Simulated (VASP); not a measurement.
**Al2Au (Fm-3m): a series in a change of volume**

How do stress and energy of Al2Au follow a change of volume?

Calculated with VASP 6.6.1; PBEsol; plane waves and PAW (Au, Al); cell typed or built by script, in the first sound run; inputs show where later runs differ.

### 1. The structure

The structure is cubic, space group Fm-3m (No. 225). The conventional cell has a = 6.000 Å, b = 6.000 Å, c = 6.000 Å, α = 90.00°, β = 90.00°, γ = 90.00°. Nearest to Au lie 8 Al at 2.60 Å. Nearest to Al lie 4 Au at 2.60 Å. Farther neighbours are not listed.

### 2. Relax the crystal, PBEsol

The series starts from the cell that this level prefers, so that zero strain is near zero stress.

Level: PBEsol; plane waves and PAW (Au, Al); cell typed or built by script.

Contents of INCAR:

```
SYSTEM = Al2Au
PREC = Accurate
ENCUT = 450
EDIFF = 1E-07
NELM = 120
ISMEAR = 1
SIGMA = 0.15
LREAL = .FALSE.
ALGO = Normal
GGA = PS
NBANDS = 14
LASPH = .TRUE.
LORBIT = 11
LWAVE = .FALSE.
LCHARG = .FALSE.
KPAR = 8
IBRION = 2
NSW = 40
ISIF = 3
EDIFFG = -0.005
POTIM = 0.4
```

Contents of POSCAR:

```
Al2Au
1.0
    0.0000000000      3.0000000000      3.0000000000
    3.0000000000      0.0000000000      3.0000000000
    3.0000000000      3.0000000000      0.0000000000
Au Al
1 2
Direct
    0.0000000000      0.0000000000      0.0000000000
    0.2500000000      0.2500000000      0.2500000000
    0.7500000000      0.7500000000      0.7500000000
```

Contents of KPOINTS:

```
Automatic mesh
0
Gamma
14 14 14
0 0 0
```

PAW data sets: Au and Al (PBE family, release 64).

The run is started by

```console
$ mpirun -np 8 vasp_std
```

The log of the run:

```text
[banner, memory and clock lines left out]
running    8 mpi-ranks, on    1 nodes
[...]
|                                                                             |
|           W    W    AA    RRRRR   N    N  II  N    N   GGGG   !!!           |
|           W    W   A  A   R    R  NN   N  II  NN   N  G    G  !!!           |
|           W    W  A    A  R    R  N N  N  II  N N  N  G       !!!           |
|           W WW W  AAAAAA  RRRRR   N  N N  II  N  N N  G  GGG   !            |
|           WW  WW  A    A  R   R   N   NN  II  N   NN  G    G                |
|           W    W  A    A  R    R  N    N  II  N    N   GGGG   !!!           |
|                                                                             |
|     For optimal performance we recommend to set                             |
|       NCORE = 2 up to number-of-cores-per-socket                            |
|     NCORE specifies how many cores store one orbital (NPAR=cpu/NCORE).      |
|     This setting can greatly improve the performance of VASP for DFT.       |
[...]
DAV:   1    -0.134755448290E+02   -0.11312E-03   -0.14737E-03  3392   0.393E-01    0.693E-02
DAV:   2    -0.134754352391E+02    0.10959E-03   -0.39438E-04  3404   0.226E-01    0.216E-02
DAV:   3    -0.134754326648E+02    0.25744E-05   -0.88980E-06  3140   0.276E-02    0.114E-02
DAV:   4    -0.134754310959E+02    0.15688E-05   -0.23908E-06  3338   0.819E-03    0.196E-03
DAV:   5    -0.134754310208E+02    0.75169E-07   -0.25076E-07  2812   0.550E-03
   2 F= -.13475431E+02 E0= -.13475263E+02  d E =0.655849E-06
 trial-energy change:    0.000001  1 .order   -0.000002   -0.000016    0.000013
 step:   0.4418(harm=  0.5527)  dis= 0.00000  next Energy=   -13.475435 (dE=-0.341E-05)
[...]
N       E                     dE             d eps       ncg     rms          rms(c)
DAV:   1    -0.134754691532E+02   -0.38057E-04   -0.45808E-04  3386   0.219E-01    0.385E-02
DAV:   2    -0.134754346491E+02    0.34504E-04   -0.12345E-04  3356   0.126E-01    0.122E-02
DAV:   3    -0.134754342769E+02    0.37223E-06   -0.27850E-06  3122   0.155E-02    0.645E-03
DAV:   4    -0.134754343329E+02   -0.56011E-07   -0.74803E-07  3260   0.459E-03
   3 F= -.13475434E+02 E0= -.13475265E+02  d E =-.265626E-05
[...]
reached required accuracy - stopping structural energy minimisation
```

Wall time 12 s (8 MPI ranks of Intel Xeon 6975P-C (Granite Rapids), shared host); peak memory 1.8 GiB.

The logs omit lines about the potential files and the build; timing stands in the text.

OUTCAR, selected parts (step 2):

```text
  Total       -0.0019486     -0.0019486     -0.0019486      0.0000000      0.0000000      0.0000000
  in kB       -0.0577940     -0.0577940     -0.0577940      0.0000000      0.0000000      0.0000000
  external PRESSURE =      -0.0577940 kB  Pullay stress =       0.0000000 kB

 POSITION                                       TOTAL-FORCE (eV/Angst)
 -----------------------------------------------------------------------------------
      0.00000      0.00000      0.00000         0.000000      0.000000      0.000000
      1.50018      1.50018      1.50018         0.000000      0.000000      0.000000
      4.50053      4.50053      4.50053        -0.000000     -0.000000     -0.000000
 -----------------------------------------------------------------------------------
    total drift:                                0.000000     -0.000000     -0.000000

  FREE ENERGIE OF THE ION-ELECTRON SYSTEM (eV)
  ---------------------------------------------------
  free  energy   TOTEN  =       -13.4754343329 eV

  energy  without entropy=      -13.4749252124  energy(sigma->0) =      -13.47526463

 reached required accuracy - stopping structural energy minimisation

[... 3 further parts left out ...]
[key lines of the parts left out:]
E-fermi :   7.6847
```

Read from the output:

| Item | Value |
| --- | --- |
| energy(sigma→0) of the program | -13.4753 eV |
| stress, compression positive | xx, yy, zz -0.01, -0.01, -0.01 GPa |
| volume | 54.019 Å³ |
| ionic steps | 3 |

### 3. Relax at fixed volume, PBEsol

One member in full: the volume is scaled by 1.06, and shape and atoms relax at that volume.

Level: PBEsol; plane waves and PAW (Au, Al); cell typed or built by script.

INCAR, as its differences from that of step 2:

```diff
@@ -15,7 +15,7 @@
 LCHARG = .FALSE.
-KPAR = 8
+KPAR = 2
 IBRION = 2
 NSW = 40
-ISIF = 3
-EDIFFG = -0.005
+ISIF = 4
+EDIFFG = -0.004
 POTIM = 0.4
```

Contents of POSCAR:

```
Al2Au
1.0
    0.0000000000      3.0591956479      3.0591956479
    3.0591956479      0.0000000000      3.0591956479
    3.0591956479      3.0591956479      0.0000000000
Au Al
1 2
Direct
    0.0000000000      0.0000000000      0.0000000000
    0.2500000000      0.2500000000      0.2500000000
    0.7500000000      0.7500000000      0.7500000000
```

KPOINTS is that of step 2.

The run is started by

```console
$ mpirun -np 2 vasp_std
```

The log of the run:

```text
[banner, memory and clock lines left out]
running    2 mpi-ranks, on    1 nodes
[...]
[... a notice as in an earlier step ...]

 LDA part: xc-table for (Slater+PW92), standard interpolation
 POSCAR, INCAR and KPOINTS ok, starting setup
[...]
entering main loop
       N       E                     dE             d eps       ncg     rms          rms(c)
DAV:   1     0.485878364273E+02    0.48588E+02   -0.63304E+03  2976   0.883E+02
DAV:   2    -0.133192452805E+02   -0.61907E+02   -0.56466E+02  3458   0.169E+02
DAV:   3    -0.146986650533E+02   -0.13794E+01   -0.13709E+01  3756   0.247E+01
DAV:   4    -0.147092120378E+02   -0.10547E-01   -0.10540E-01  3436   0.252E+00
[...]
DAV:  11    -0.134132804040E+02    0.59061E-05   -0.89830E-06  3650   0.247E-02    0.136E-02
DAV:  12    -0.134132804228E+02   -0.18710E-07   -0.12998E-06  3318   0.888E-03    0.228E-03
DAV:  13    -0.134132803865E+02    0.36290E-07   -0.84150E-08  2746   0.260E-03
   1 F= -.13413280E+02 E0= -.13413281E+02  d E =-.134133E+02
[...]
reached required accuracy - stopping structural energy minimisation
```

It took 14 s on 2 MPI ranks; peak memory 0.41 GiB.

OUTCAR, selected parts (step 3):

```text
  Total       -2.0866314     -2.0866314     -2.0866314      0.0000000      0.0000000     -0.0000000
  in kB      -58.3854423    -58.3854423    -58.3854423      0.0000000      0.0000000     -0.0000000
  external PRESSURE =     -58.3854423 kB  Pullay stress =       0.0000000 kB

 POSITION                                       TOTAL-FORCE (eV/Angst)
 -----------------------------------------------------------------------------------
      0.00000      0.00000      0.00000         0.000000      0.000000      0.000000
      1.52960      1.52960      1.52960        -0.000000      0.000000     -0.000000
      4.58879      4.58879      4.58879        -0.000000     -0.000000      0.000000
 -----------------------------------------------------------------------------------
    total drift:                                0.000000     -0.000000     -0.000000

  FREE ENERGIE OF THE ION-ELECTRON SYSTEM (eV)
  ---------------------------------------------------
  free  energy   TOTEN  =       -13.4132803865 eV

  energy  without entropy=      -13.4132832071  energy(sigma->0) =      -13.41328133

[... 2 parts as in an earlier step ...]

[... 2 further parts left out ...]
[key lines of the parts left out:]
E-fermi :   7.0403
```

Numbers from this step:

| Item | Value |
| --- | --- |
| energy(sigma→0) of the program | -13.4133 eV |
| stress, compression positive | xx, yy, zz -5.84, -5.84, -5.84 GPa |
| ionic steps | 1 |

### 4. All members

The other members went through these steps as far as the tables show, with the same cutoff and, step by step, the same mesh; 8 runs are not shown. The session took 0.095 core hours (wall time by ranks) on a shared machine.

```
volume over the relaxed volume  volume (Å³/atom)  pressure (GPa)  energy above the unstrained row, extrapolated to no smearing (meV/atom)
                         0.940            16.926           8.276                                                                   26.422
                         0.955            17.196               ?                                                                        ?
                         0.970            17.466           3.797                                                                    6.275
                         0.985            17.736           1.828                                                                    1.547
                             1            18.006           0.021                                                                    0.000
                         1.015            18.276          -1.637                                                                    1.369
                         1.030            18.547          -3.171                                                                    5.414
                         1.045            18.817          -4.564                                                                   11.913
                         1.060            19.087          -5.839                                                                   20.661
```

### 5. Stress from the known rows

Fitting a cubic to the 8 known rows (u: logarithm of the volume ratio) gives pressure = − 255.9 u³ + 272.8 u² − 115.6 u + 0.01851 in GPa; the residuals are 0.0031 GPa r.m.s.

For the withheld row, u = -0.04604, the fit gives 5.943 GPa.

### 6. Checking the prediction

The calculation gives 5.941 GPa, so the prediction is 0.002 GPa too high.

A cubic of the pressure in ln(V/V₀) through all rows has the slope −B at V₀: B = 116 GPa, and its curvature gives B′ = 4.7.

### 7. Outcome

| Property | Result |
| --- | --- |
| error of the predicted pressure | 0.002 GPa |
| bulk modulus | 116 GPa |

These are static values: temperature and zero-point motion are left out. In a metal the slopes also depend on mesh and smearing, which were held through the series.

[Lines on the potential files, build, host, timing and source positions are cut from VASP's logs without a mark.]

[Logs are printed without paths, hosts, clocks, repeated set-up lines and the standing remarks that a program may print on its own settings, such as how far it seeks lower states.]

[Hosts, paths, dates, database ids (printed as entryN), source tags and the programs' standing remarks are cut or masked in the printed files.]

[In band tables of VASP the shares of atoms and orbitals are scaled to a sum of 1 inside the atoms' spheres.]
